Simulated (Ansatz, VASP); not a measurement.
# TiSi2As6 (TiSi2As4 under arsenene, AA) in two plane-wave programs

Aim: how closely do two programs agree when they are given the same cell, functional and k mesh? The structure shown is the start of the Ansatz relaxation below; VASP solves that cell, so the two are compared at the walk's first step.

Method: plane waves, with VASP 6.6.1 beside it; single point at PBE with D3(BJ), in Ansatz 0.2.0.

### Step 1. Set-up

The cell holds 9 atoms: 6 As, 2 Si and 1 Ti. Its edges and angles: a = 3.620 Å, b = 3.620 Å, c = 57.995 Å, α = 90.0°, β = 90.0°, γ = 120.0°. Vacuum lies along c.

### Step 2. Ansatz: relaxation, PBE with D3(BJ)

Ansatz runs on its default PAW (the set named soft_2) files.

The two programs are compared at the cell with which this relaxation starts, whose forces are those of its first step.

input.yaml

```yaml
crystal:
  lattice:
    - [3.62, 0.0, 0.0]
    - [-1.81, 3.1350119617, 0.0]
    - [0.0, 0.0, 57.9950835287]
  atoms:
    - { symbol: As, position: [0.0, 0.0, 0.3836532107] }
    - { symbol: Si, position: [0.3333333333, 0.6666666667, 0.3967917577] }
    - { symbol: As, position: [0.3333333333, 0.6666666667, 0.4352432929] }
    - { symbol: Ti, position: [0.0, 0.0, 0.4620657499] }
    - { symbol: As, position: [0.3333333333, 0.6666666667, 0.488888207] }
    - { symbol: Si, position: [0.3333333333, 0.6666666667, 0.5273397422] }
    - { symbol: As, position: [0.0, 0.0, 0.5404782892] }
    - { symbol: As, position: [0.6666666667, 0.3333333333, 0.592206812] }
    - { symbol: As, position: [0.3333333333, 0.6666666667, 0.6163467893] }
  periodic: [true, true, false]
kpoints:
  mp_grid: { grid: [12, 12, 1] }
hamiltonian:
  xc: pbe
  dispersion: d3bj
scf:
  occupations: { method: fermi_dirac, width: 0.05 }
  convergence: { dr2_threshold: 1.0e-09 }
relax:
  f_tol: 0.004
  max_steps: 90
  cell: {}
output:
  write_potential: true
  write_density: true
  volumetric_format: npy
```

Started as:

```console
$ ansatz run input.yaml --threads 4 --pin off --max-ram 12288MiB --backend cpu --events-out ev --progress --plain --runs-dir out
```

Numbers of over 12 decimals in the logs are rounded to 6 here.

The log of the run:

```text
Warning: relax.cell: scf.convergence.dr2_threshold = 1e-9 eV is looser than the 1.63037881228e-10 eV advised for a relaxation that steers and ends on the stress (1e-10 eV for each atom of the cell: 9, times the square of relax.cell.stress_2d_tol = 0.05 N/m over 23.5 Å (the atoms' height at the walk's start and 5 Å past either face), 2.128e-2 GPa, over a crystal's default 0.05). What an SCF threshold leaves in a stress goes as its square root, and in the free energy as the threshold itself, and one threshold admits the most on a small cell: [figures from the program's tests cut] Set scf.convergence.dr2_threshold to 1.63037881228e-10 eV or tighter. [rest of the remark cut]
Engine: ansatz 0.2.0, x86_64-unknown-linux-gnu
Pseudopotentials: kind: paw
Pseudopotential: As, paw, valence charge 15, recommended cutoff 420 eV (normal), As.paw.azcp
Pseudopotential: Si, paw, valence charge 4, recommended cutoff 420 eV (normal), Si.paw.azcp
Pseudopotential: Ti, paw, valence charge 12, recommended cutoff 420 eV (normal), Ti.paw.azcp
Functional definition: PBE
  parameter kappa = 0.804
  parameter beta = 0.066725
  exchange = pbe_x(kappa = kappa, mu = beta*pi^2/3)
  correlation = pbe_c(beta = beta)
Crystal: 9 atoms, lattice volume = 658.171 Å³
Basis set: ecut = 420 eV, 12673 PW (Γ), exchange–correlation on 50×50×800 points (8 copies of the dense FFT grid, shifted against one another)
Bands: 66, of which v1, the nominal top of the filled ones, is band 55 counted from 1 (54 counted from 0)
Symmetry: 6 space group operations
Space group: P3m1 (ITA 156), of the structure as read, at distance tolerance 8.7e-5 Å
k-points: 19 of 144 (time reversal used)
Non-local potential: As, projectors of the file, l = 0: 2, l = 1: 2, l = 2: 3, l = 3: 1
Non-local potential: Si, projectors of the file, l = 0: 2, l = 1: 2, l = 2: 2
Non-local potential: Ti, projectors of the file, l = 0: 3, l = 1: 2, l = 2: 3, l = 3: 1
PAW form: soft (Blöchl's): semilocal exchange-correlation on the pseudo side does not see the compensation charge
PAW one-centre angular grid: As, 590 points (default); XC on 64 Gauss nodes
PAW one-centre angular grid: Si, 110 points (default); XC on 64 Gauss nodes
PAW one-centre angular grid: Ti, 590 points (default); XC on 64 Gauss nodes
Initial density: superposition of atomic densities (neutral atoms: chi_scale 0, normalization atom), corrected by the library's trained network
Initial wavefunctions: pseudopotential atomic-orbital guess
Functional: x = pbe(κ = 0.804, μ = 0.219515), c = pbe(β = 0.066725)
SCF iter   1: F=—  HF=-32911.375754 eV  |F-HF|=—  |Δ(HF+E_count)|=         —  Δρ=4.00e-3  dr2=4.05e-1  ethr=1.77e-3  ⟨swp⟩=11.8  Hψ=6351  notcnv=0  defer=14
preconditioner: auto → LDOS  [metal: Δε(μ)=0.055 eV  Ē_g=8.034 eV  σ=0.050 eV  W_gap=0.26  n_scr=66 (ndim 8)  ℏωp=9.4 eV  f_vac=0.704  D(μ)=2.06/eV (n_scr^D=12)  β→1.0]
SCF iter   2: F=—  HF=-32911.362877 eV  |F-HF|=—  |Δ(HF+E_count)|=   1.29e-2  Δρ=3.29e-3  dr2=4.00e-1  ethr=3.68e-4  ⟨swp⟩=4.5  Hψ=2486  notcnv=0  defer=47
SCF iter   3: F=—  HF=-32911.332663 eV  |F-HF|=—  |Δ(HF+E_count)|=   3.02e-2  Δρ=8.40e-4  dr2=3.65e-2  ethr=3.63e-4  ⟨swp⟩=3.6  Hψ=1918  notcnv=0  defer=47
SCF iter   4: F=—  HF=-32911.328465 eV  |F-HF|=—  |Δ(HF+E_count)|=   4.20e-3  Δρ=3.71e-4  dr2=4.97e-3  ethr=3.32e-5  ⟨swp⟩=3.0  Hψ=2176  notcnv=0  defer=41
SCF iter   5: F=—  HF=-32911.327895 eV  |F-HF|=—  |Δ(HF+E_count)|=   5.70e-4  Δρ=1.09e-4  dr2=2.17e-4  ethr=4.51e-6  ⟨swp⟩=3.1  Hψ=1895  notcnv=0  defer=41
SCF iter   6: F=—  HF=-32911.327896 eV  |F-HF|=—  |Δ(HF+E_count)|=   2.05e-7  Δρ=4.77e-5  dr2=3.19e-5  ethr=1.98e-7  ⟨swp⟩=3.0  Hψ=2141  notcnv=0  defer=41
SCF iter   7: F=—  HF=-32911.327950 eV  |F-HF|=—  |Δ(HF+E_count)|=   5.42e-5  Δρ=1.80e-5  dr2=4.65e-6  ethr=2.90e-8  ⟨swp⟩=3.1  Hψ=2144  notcnv=0  defer=41
SCF iter   8: F=—  HF=-32911.327910 eV  |F-HF|=—  |Δ(HF+E_count)|=   4.01e-5  Δρ=6.93e-6  dr2=4.95e-7  ethr=4.23e-9  ⟨swp⟩=3.0  Hψ=1884  notcnv=0  defer=41
SCF iter   9: F=—  HF=-32911.327910 eV  |F-HF|=—  |Δ(HF+E_count)|=   5.63e-7  Δρ=2.92e-6  dr2=1.22e-7  ethr=4.50e-10  ⟨swp⟩=3.0  Hψ=2499  notcnv=0  defer=41
SCF iter  10: F=—  HF=-32911.327910 eV  |F-HF|=—  |Δ(HF+E_count)|=   5.19e-8  Δρ=6.43e-7  dr2=4.21e-9  ethr=1.11e-10  ⟨swp⟩=3.0  Hψ=1937  notcnv=0  defer=41
SCF iter  11: F=-32911.327910 eV  HF=-32911.327910 eV  |F-HF|=4.58e-9  |Δ(HF+E_count)|=   1.04e-8  Δρ=2.05e-7  dr2=4.50e-10  ethr=1.00e-12  ⟨swp⟩=12.2  Hψ=9317  notcnv=0
[...]
SCF 9 converged in 5 iterations: F = -32912.751143 eV  dr2 = 5.31e-11
relax step   9: F+E_penalty+E_count = -32912.75114298 eV  Δ(F+E_penalty+E_count) = -5.951e-4 eV  max|allowed force component| = 1.063e-3 eV/Å  Δτ_max = 0.0000 Å  P = +0.004 N/m  Ω = 672.782 Å³  fix = [c, alpha, beta]  reactions: c +0.000 N/m  stress off target by 4.25e-3 N/m on what of the cell is left free  SCF on the basis re-selected at this cell (its energy is not comparable with the rows above)  (5 SCF iters)
basis re-selected at this cell: Δ(F+E_penalty+E_count) = -5.951e-4 eV, ΔP = +0.006 N/m vs the last step (what re-selecting the basis moved, of the pressure what is left beyond the Pulay correction that the steps carried, after the strain that the cell walked since its last selection, with what the two solves' SCF thresholds leave and, on support functions, any second-order correction that the steps lacked; it is no m [...]
WARN: The output density's exchange-correlation potential varies sharply where the density is thin. Do not read a vacuum level from v_tot or v_xc, or from such a field of the output density. On a cell that repeats whose density bears no net charge and no dipole along the vacuum's axis use v_es (v_loc + v_h of the components); under efield.dipole_correction with no amplitude use v_es + v_field, which holds any externa [...]
SCF converged after 5 iterations
Free energy (F): -32912.751143 eV
Harris-Foulkes:  -32912.751143 eV  (|F-HF|=4.09e-8)
Internal energy: -32912.734530 eV  (E = F + TS)
E sigma→0 (E₀):  -32912.742836 eV
Entropy (-TS):   -0.016613 eV (-1.846 meV/atom)
Fermi energy:    -4.793819 eV
--- Per-component energies (eV) ---
  E_band       = -3188.827478
  E_kinetic    = 973.272884
  E_local      = -877406.066628  (includes V_loc(G=0)·N_el)
  E_nonlocal   = -3964.356158
  E_hartree    = 438341.030808
  E_xc         = -684.641090
  E_vxc        = -692.741734  (∫ρ·V_xc dr)
  E_paw        = -13082.614768  (= ΣΔE_a)
  E_vpaw       = 1219.000563  (= ΣTr[D̂ρ^β])
  E_aug_tail   = 0.000201  (compensation charges beyond the density's cutoff)
  E_ewald      = 422913.857479
  E_disp       = -3.217258  (pairwise vdW)
  E_smearing   = -0.016613  (= −TS)
  E_closure    = 0.000000  (closes the sum)
  Σ components = -32912.751143   (vs F -32912.751143, Δ=0.00e0)
--- Forces (eV/Å), atoms counted from 1 ---
  atom   1  As    -0.00000000     0.00000000     0.00016763
  atom   2  Si    -0.00000000    -0.00000000    -0.00037877
  atom   3  As    -0.00000000     0.00000000     0.00106315
  atom   4  Ti    -0.00000000     0.00000000    -0.00044246
  atom   5  As    -0.00000000     0.00000000    -0.00064202
  atom   6  Si     0.00000000     0.00000000     0.00053746
  atom   7  As    -0.00000000     0.00000000    -0.00031829
  atom   8  As    -0.00000000     0.00000000     0.00020282
  atom   9  As    -0.00000000     0.00000000    -0.00018961
  max |Σ_I F_I| component: 8.30e-8 eV/Å
--- 2D stress c σ (N/m, compression-positive) ---
        0.004247      -0.000000      -0.000000
       -0.000000       0.004247      -0.000000
       -0.000000      -0.000000       0.000000
  P = ½ c Tr σ = 0.0042 N/m
--- Band table (eV; the first three rows and the last of 19) ---
  k-point 0: bands = [... 51 lower, -5.5488, -4.9160, -4.8246, -4.8246, -4.1634, -3.3896, -2.6398, -2.5766, ... 7 higher]
  k-point 1: bands = [... 51 lower, -5.6852, -4.9857, -4.9286, -4.7693, -4.0171, -3.1721, -2.4609, -2.3976, ... 7 higher]
  k-point 2: bands = [... 51 lower, -5.7629, -5.4623, -5.1858, -4.9723, -4.2327, -3.3028, -2.7574, -2.6300, ... 7 higher]
  k-point 18: bands = [... 51 lower, -7.3562, -7.2330, -6.5667, -5.7078, -3.9644, -3.3855, -3.3339, -2.9719, ... 7 higher]
  the weakly bound empty levels are not read free of the cell's end (no_gap_told)
--- Relaxed structure (8 steps of the walk, 8 accepted, 1 SCFs on fresh bases) ---
  F+E_penalty+E_count = -32912.75114298 eV   max|allowed force component| = 1.063e-3 eV/Å   (the final SCF, on the basis selected at the relaxed cell)
  cell:  # Å, volume = 672.7825 Å³
    - [3.659961, 0, 0]
    - [-1.829980, 3.169619, 0]
    - [0, 0, 57.9950835287]
  atoms:
    - { symbol: As, position: [-1.0090585661586201e-17, -2.771972272618478e-17, 0.378200] }
    - { symbol: Si, position: [0.333333, 0.666667, 0.397075] }
    - { symbol: As, position: [0.333333, 0.666667, 0.437454] }
    - { symbol: Ti, position: [-7.985533482863124e-18, -2.3509618368738625e-17, 0.462762] }
    - { symbol: As, position: [0.333333, 0.666667, 0.488236] }
    - { symbol: Si, position: [0.333333, 0.666667, 0.528408] }
    - { symbol: As, position: [-5.890480272821811e-18, -1.9319511948656e-17, 0.547295] }
    - { symbol: As, position: [0.666667, 0.333333, 0.590115] }
    - { symbol: As, position: [0.333333, 0.666667, 0.613469] }
```

(Continued in part 2 of 2.)

[Lines on the potential files, build, host, timing and source positions are cut from VASP's logs without a mark.]

[Logs are printed without paths, hosts, clocks, repeated set-up lines and the standing remarks that a program may print on its own settings, such as how far it seeks lower states.]

[Hosts, paths, dates, database ids (printed as entryN), source tags and the programs' standing remarks are cut or masked in the printed files.]
